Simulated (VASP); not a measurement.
Computed with G0W0 on PBE orbitals, VASP's PBE PAW potentials (set 64) (plane waves; VASP).

VASP input:

**KPOINTS**
```
Automatic mesh
0
Gamma
4 4 2
0 0 0
```

File POSCAR:
```
GaN
1.0
  1.5950000000  -2.7626210000   0.0000000000
  1.5950000000   2.7626210000   0.0000000000
  0.0000000000   0.0000000000   5.1900000000
Ga N
2 2
direct
  0.6666670000   0.3333330000   0.5000000000
  0.3333330000   0.6666670000   0.0000000000
  0.6666670000   0.3333330000   0.8770000000
  0.3333330000   0.6666670000   0.3770000000
```

### INCAR
```
ISMEAR = 0   ! Gaussian
SIGMA = 0.01   ! width (eV)
ENCUT = 500
LASPH = .True.   ! aspherical one-centre terms
GGA = PE   ! PBE
ALGO = EVGW0
PREC = Normal
NOMEGA = 64
LWAVE = .False.
LCHARG = .False.
NBANDSGW = 26
SYSTEM = GaN
NBANDS = 128
NELMGW = 1
ENCUTGW = 150
LSPECTRALGW = .True.
LREAL = .False.   ! projection in real space or not
```

POTCAR, in this order: Ga_d_GW N_GW_new (PBE.64 set). Program: vasp_std. Read from the step before: WAVECAR, WAVEDER.

What VASP printed:

**OSZICAR**
```
energies w=
    0.000    0.000    0.542    0.000    1.083    0.000    1.621    0.000
    2.156    0.000    2.687    0.000    3.212    0.000    3.731    0.000
    4.243    0.000    4.748    0.000    5.247    0.000    5.739    0.000
    6.223    0.000    6.702    0.000    7.174    0.000    7.641    0.000
    8.103    0.000    8.561    0.000    9.015    0.000    9.467    0.000
    9.917    0.000   10.367    0.000   10.816    0.000   11.267    0.000
   11.721    0.000   12.178    0.000   12.639    0.000   13.108    0.000
   13.583    0.000   14.068    0.000   14.564    0.000   15.072    0.000
   15.595    0.000   16.135    0.000   16.695    0.000   17.277    0.000
   17.884    0.000   18.520    0.000   19.189    0.000   19.895    0.000
   20.645    0.000   21.443    0.000   22.299    0.000   23.219    0.000
   24.215    0.000   25.299    0.000   26.487    0.000   27.795    0.000
   29.247    0.000   30.872    0.000   32.704    0.000   34.790    0.000
   37.189    0.000   39.980    0.000   43.272    0.000   47.213    0.000
   52.017    0.000   58.003    0.000   65.661    0.000   75.801    0.000
   89.840    0.000  110.529    0.000  143.988    0.000  207.145    0.000
NQ=   1    0.0000    0.0000    0.0000,
 performed        179000 updates of chi_q(r,r)
NQ=   2    0.2500    0.0000    0.0000,
 performed        478000 updates of chi_q(r,r)
NQ=   3    0.5000    0.0000    0.0000,
 performed        737000 updates of chi_q(r,r)
NQ=   4    0.2500    0.2500    0.0000,
 performed       1076000 updates of chi_q(r,r)
NQ=   5    0.0000    0.0000    0.5000,
 performed       1255000 updates of chi_q(r,r)
NQ=   6    0.2500    0.0000    0.5000,
 performed       1554000 updates of chi_q(r,r)
NQ=   7    0.5000    0.0000    0.5000,
 performed       1813000 updates of chi_q(r,r)
NQ=   8    0.2500    0.2500    0.5000,
 performed       2152000 updates of chi_q(r,r)
 resolving degeneracies of screened two electron integrals
```

OUTCAR:
```


 k-point   1 :       0.0000    0.0000    0.0000
  band No.  KS-energies  QP-energies   sigma(KS)   V_xc(KS)     V^pw_x(r,r')   Z            occupation Imag(sigma)

      1     -10.1869     -11.1090     -16.2582     -14.8558     -24.5844       0.6576       2.0000       1.0193
      2      -9.2978     -10.9227     -20.5414     -18.1484     -29.3880       0.6790       2.0000       0.6609
      3      -7.7236     -10.5582     -25.4589     -21.5043     -34.8405       0.7168       2.0000       0.1991
      4      -7.7078     -10.5368     -25.4633     -21.5170     -34.8477       0.7169       2.0000       0.2011
      5      -7.7078     -10.5368     -25.4633     -21.5170     -34.8477       0.7169       2.0000       0.2011
      6      -7.6475     -10.5011     -25.5492     -21.5789     -34.9256       0.7188       2.0000       0.1943
      7      -7.6475     -10.5011     -25.5492     -21.5789     -34.9256       0.7188       2.0000       0.1943
      8      -7.4602     -10.3949     -25.8016     -21.7450     -35.1235       0.7234       2.0000       0.1482
      9      -7.4602     -10.3949     -25.8016     -21.7450     -35.1235       0.7234       2.0000       0.1482
     10      -7.3636     -10.3093     -25.9504     -21.8841     -35.3165       0.7244       2.0000       0.1516
     11      -7.3636     -10.3093     -25.9504     -21.8841     -35.3165       0.7244       2.0000       0.1516
     12      -6.1019      -8.2086     -22.8684     -19.9422     -31.4531       0.7199       2.0000       0.4149
     13      -1.2627      -2.0510     -14.1112     -12.9944     -18.6582       0.7059       2.0000       0.2519
     14       4.7468       4.2051     -17.5435     -16.8210     -20.9203       0.7497       2.0000       0.0843
     15       4.7468       4.2051     -17.5435     -16.8210     -20.9203       0.7497       2.0000       0.0843
     16       5.7508       5.3322     -18.1970     -17.6409     -21.3688       0.7527       2.0000       0.0771
     17       5.7832       5.3570     -18.3051     -17.7383     -21.5226       0.7519       2.0000       0.0773
     18       5.7832       5.3570     -18.3051     -17.7383     -21.5226       0.7519       2.0000       0.0773
     19       7.6854       8.3560     -12.5293     -13.3947      -8.7997       0.7749       0.0000      -0.0639
     20      10.0020      10.7772     -11.5508     -12.5430      -7.2583       0.7812       0.0000      -0.0724
     21      14.9815      15.8723     -13.2747     -14.5029      -7.7329       0.7253       0.0000      -0.1370
     22      15.6339      16.3103     -10.3319     -11.2073      -5.2816       0.7727       0.0000      -0.1085
     23      15.6339      16.3103     -10.3319     -11.2073      -5.2816       0.7727       0.0000      -0.1085
     24      16.4885      17.2470     -10.4654     -11.4502      -5.2402       0.7703       0.0000      -0.1189
     25      17.4469      18.2654     -11.0506     -12.1301      -5.5913       0.7582       0.0000      -0.1507
     26      17.4469      18.2654     -11.0506     -12.1301      -5.5913       0.7582       0.0000      -0.1507

 k-point   2 :       0.2500    0.0000    0.0000
  band No.  KS-energies  QP-energies   sigma(KS)   V_xc(KS)     V^pw_x(r,r')   Z            occupation Imag(sigma)

      1      -9.6949     -10.8196     -17.7088     -16.0258     -26.1516       0.6682       2.0000       0.9164
      2      -9.1927     -10.9561     -21.2181     -18.6589     -30.1685       0.6891       2.0000       0.6150
      3      -7.6692     -10.5121     -25.4991     -21.5384     -34.8737       0.7178       2.0000       0.1973
      4      -7.6501     -10.4974     -25.5455     -21.5818     -34.9302       0.7183       2.0000       0.1970
      5      -7.5857     -10.4457     -25.5152     -21.5459     -34.8652       0.7205       2.0000       0.1934
      6      -7.5472     -10.4290     -25.7086     -21.7138     -35.1118       0.7214       2.0000       0.1911
      7      -7.4990     -10.4163     -25.7078     -21.6697     -35.0359       0.7225       2.0000       0.1597
      8      -7.4747     -10.2877     -25.2386     -21.3365     -34.4975       0.7209       2.0000       0.2025
      9      -7.4445     -10.3779     -25.8185     -21.7640     -35.1563       0.7235       2.0000       0.1515
     10      -7.3666     -10.1017     -24.8872     -21.0912     -34.0634       0.7205       2.0000       0.2307
     11      -7.3529     -10.3034     -25.9629     -21.8949     -35.3286       0.7253       2.0000       0.1503
     12      -5.7257      -7.6823     -22.5706     -19.8428     -31.0207       0.7173       2.0000       0.4285
     13      -0.4581      -1.2116     -14.5329     -13.4685     -18.8319       0.7079       2.0000       0.1967
     14       1.7858       1.0180     -15.5357     -14.4897     -19.2877       0.7340       2.0000       0.1206
     15       2.9060       2.2643     -16.7024     -15.8394     -20.2722       0.7435       2.0000       0.1007
     16       3.7981       3.1673     -16.7841     -15.9386     -20.2690       0.7460       2.0000       0.0926
     17       5.0791       4.5856     -17.5715     -16.9153     -20.7880       0.7519       2.0000       0.0806
     18       5.2855       4.8084     -17.9136     -17.2785     -21.1906       0.7512       2.0000       0.0804
     19      10.0587      10.8241     -13.0513     -14.0520      -9.0276       0.7649       0.0000      -0.0720
     20      11.6830      12.4724     -11.4217     -12.4380      -6.9043       0.7767       0.0000      -0.0797
     21      13.1510      13.8777     -11.6982     -12.6519      -6.9068       0.7620       0.0000      -0.0948
     22      14.2926      15.0532     -11.9452     -12.9492      -7.0234       0.7576       0.0000      -0.1041
     23      15.9227      16.7480     -11.8549     -12.9604      -6.4449       0.7465       0.0000      -0.1365
     24      16.4709      17.1926     -10.6459     -11.5903      -5.3876       0.7642       0.0000      -0.1320
     25      17.1759      17.7590     -10.7294     -11.4980      -5.3647       0.7586       0.0000      -0.1595
     26      18.4449      19.2655     -11.7840     -12.8912      -5.8827       0.7411       0.0000      -0.2281

 k-point   3 :       0.5000    0.0000    0.0000
  band No.  KS-energies  QP-energies   sigma(KS)   V_xc(KS)     V^pw_x(r,r')   Z            occupation Imag(sigma)

      1      -9.3064     -10.9091     -20.3832     -18.0362     -29.1995       0.6829       2.0000       0.6895
      2      -9.1380     -10.9886     -21.6259     -18.9631     -30.6414       0.6950       2.0000       0.5882
      3      -7.6599     -10.5088     -25.4132     -21.4536     -34.7313       0.7195       2.0000       0.1908
      4      -7.6360     -10.4989     -25.5486     -21.5703     -34.9087       0.7196       2.0000       0.1890
      5      -7.5412     -10.4439     -25.6383     -21.6177     -34.9854       0.7219       2.0000       0.1731
      6      -7.4994     -10.3972     -25.6182     -21.6030     -34.9191       0.7217       2.0000       0.1627
      7      -7.4553     -10.3635     -25.8687     -21.8474     -35.2993       0.7232       2.0000       0.1869
      8      -7.4470     -10.3714     -25.8883     -21.8465     -35.3136       0.7235       2.0000       0.1800
      9      -7.3715     -10.3126     -25.9488     -21.8892     -35.3335       0.7245       2.0000       0.1576
     10      -7.3374     -10.2907     -25.9774     -21.9081     -35.3436       0.7258       2.0000       0.1488
     11      -6.2117      -8.3522     -22.9452     -19.9721     -31.5553       0.7199       2.0000       0.4016
     12      -5.6701      -7.5005     -21.8811     -19.3121     -30.1580       0.7125       2.0000       0.4490
     13      -0.6718      -1.4596     -14.8410     -13.7329     -19.3088       0.7110       2.0000       0.2077
     14       0.4906      -0.2495     -15.4312     -14.4009     -19.5803       0.7183       2.0000       0.1533
     15       1.5869       0.8362     -15.3476     -14.3186     -19.1533       0.7296       2.0000       0.1258
     16       3.0400       2.3589     -16.2620     -15.3431     -19.8615       0.7412       2.0000       0.1013
     17       3.5856       2.9211     -16.1106     -15.2231     -19.4012       0.7488       2.0000       0.0909
     18       4.7847       4.2577     -17.5457     -16.8427     -20.9056       0.7497       2.0000       0.0842
     19      10.8175      11.2884     -10.3097     -10.9064      -6.0194       0.7890       0.0000      -0.0744
     20      11.3259      12.0962     -12.1289     -13.1273      -7.7404       0.7715       0.0000      -0.0788
     21      11.8290      12.4204     -11.6413     -12.4075      -7.3535       0.7720       0.0000      -0.0792
     22      14.3696      15.5266     -13.8587     -15.4375      -8.5086       0.7328       0.0000      -0.1220
     23      16.1230      16.9749     -12.7855     -13.9408      -7.2975       0.7374       0.0000      -0.1465
     24      16.1549      16.7911     -10.5447     -11.3699      -5.4703       0.7710       0.0000      -0.1244
     25      18.1967      18.8029     -11.0742     -11.8813      -5.5298       0.7511       0.0000      -0.1875
     26      19.0619      19.8151     -11.4050     -12.4367      -5.1801       0.7301       0.0000      -0.2727

 k-point   4 :       0.2500    0.2500    0.0000
  band No.  KS-energies  QP-energies   sigma(KS)   V_xc(KS)     V^pw_x(r,r')   Z            occupation Imag(sigma)

      1      -9.2911     -10.8610     -20.2623     -17.9619     -29.0626       0.6825       2.0000       0.7054
      2      -9.1446     -10.9822     -21.5836     -18.9306     -30.5917       0.6927       2.0000       0.5893
      3      -7.6912     -10.5411     -25.4052     -21.4431     -34.7343       0.7193       2.0000       0.1928
      4      -7.5701     -10.4393     -25.6650     -21.6799     -35.0621       0.7200       2.0000       0.1924
      5      -7.5170     -10.4118     -25.7095     -21.6988     -35.0872       0.7218       2.0000       0.1814
      6      -7.5047     -10.4239     -25.7219     -21.6800     -35.0622       0.7222       2.0000       0.1610
      7      -7.4908     -10.3975     -25.7295     -21.7076     -35.1026       0.7227       2.0000       0.1770
      8      -7.4603     -10.3916     -25.7813     -21.7298     -35.1262       0.7235       2.0000       0.1579
      9      -7.4022     -10.3315     -25.8993     -21.8492     -35.2846       0.7233       2.0000       0.1634
     10      -7.3757     -10.3084     -25.8815     -21.8319     -35.2364       0.7242       2.0000       0.1563
     11      -6.4113      -8.5402     -22.6791     -19.6986     -31.2690       0.7143       2.0000       0.4032
     12      -5.4109      -7.2701     -22.5231     -19.9130     -30.9050       0.7123       2.0000       0.4269
     13       0.0474      -0.6404     -14.9509     -13.9884     -19.0848       0.7147       2.0000       0.1725
     14       0.6627      -0.1420     -15.4710     -14.3565     -19.6188       0.7220       2.0000       0.1477
     15       1.7243       0.9312     -15.2579     -14.1752     -19.0100       0.7326       2.0000       0.1212
...
```
(Selected blocks of OUTCAR.)

The mesh is coarse and the basis finite, so the quasiparticle values are not converged.

The compound is GaN in the wurtzite structure. The cell was not relaxed at this level. The k-mesh is coarse (spacing up to 0.61 per Å, 2π included), so the numbers may not be converged in it.
